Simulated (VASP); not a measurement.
Runs of VASP 6.6.1 on Ca2GeF6. All rows change the cell; the cell of one of them follows. The structure is cubic, space group Fm-3m (No. 225). Conventional cell: a = 8.024 Å, b = 8.024 Å, c = 8.024 Å, α = 90.00°, β = 90.00°, γ = 90.00°. Around Ca (site symmetry -43m) lie 12 F at 2.84 Å. Ge (site symmetry m-3m) is surrounded by 6 F at 1.90 Å. Around F (site symmetry 4mm) lie 1 Ge at 1.90 Å. The cell was built by a generator and needn't be a form met in nature.

```csv
task,cell,k mesh,cutoff (eV),smearing,gap on the mesh (eV),pressure (GPa),relaxed volume (Å³/atom),largest force (eV/Å)
single point,"species swapped into the Cs2WBr6 type (Fm-3m, No. 225)",4 × 4 × 4,520,gaussian 0.1 eV,none,11.2,-,2.88
single point,"species swapped into the Cs2WBr6 type (Fm-3m, No. 225)",6 × 6 × 6,520,gaussian 0.02 eV,(a),-0.1,-,0.03
relaxation of cell and atoms,"relaxed from: species swapped into the Cs2WBr6 type (Fm-3m, No. 225)",6 × 6 × 6,600,gaussian 0.02 eV,1.89,0.0,14.18,-
relaxation of cell and atoms,"relaxed from: species swapped into the Cs2WBr6 type (Fm-3m, No. 225)",4 × 4 × 4,600,gaussian 0.1 eV,1.88,-0.1,(b),0.01
```

Alike in all rows: level PBE; potentials or basis VASP PAW PBE potentials, release 64 (Ca_sv, Ge_d, F); no spin polarisation.

Q: Fill in the values left out.

A: (a) 1.87; (b) 14.20.

Caveats: forces of over 1 eV/Å show positions far from the minimum, so gaps and moduli don't describe the material at rest (some runs).

A k mesh can miss the band edges, and the runs leave out spin-orbit coupling on Ge.

A gap of «none» marks a metal or a gap under the smearing width.
